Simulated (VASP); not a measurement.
Data:

```
Au
1.0
    0.00000     1.99579     1.99579
    1.99579     0.00000     1.99579
    1.99579     1.99579     0.00000
Au
1
Direct
  0.00000   0.00000   0.00000
```

The numbers are results of LDA (Ceperley-Alder, Perdew-Zunger), VASP's LDA PAW potentials (set 64) (plane waves; VASP), not measurements. Settings: 500 eV cut-off, 16×16×16 Γ-centred mesh, first-order Methfessel-Paxton smearing of 0.10 eV, potentials Au.

Energy and stress use the plane-wave basis of the starting cell.

Q: The ions, cell shape and volume at an external pressure of 20.0 GPa are relaxed. Which structure does the run end with?

A: 
```
Au
1.0
    0.00000     1.97164     1.97164
    1.97164     0.00000     1.97164
    1.97164     1.97164     0.00000
Au
1
Direct
  0.00000   0.00000   0.00000
```
Space group Fm-3m (225), at a tolerance of 0.03 Å.

Q: How do energy and volume change from the first to the last step?

A: The energy (σ→0) changes by +52.4 meV/atom and the volume by -3.6 %, in 4 ionic steps.

The compound is Au in the fcc structure. This run relaxes it under an external pressure of 20 GPa. Symmetry was kept, so distortions that lower it aren't found.
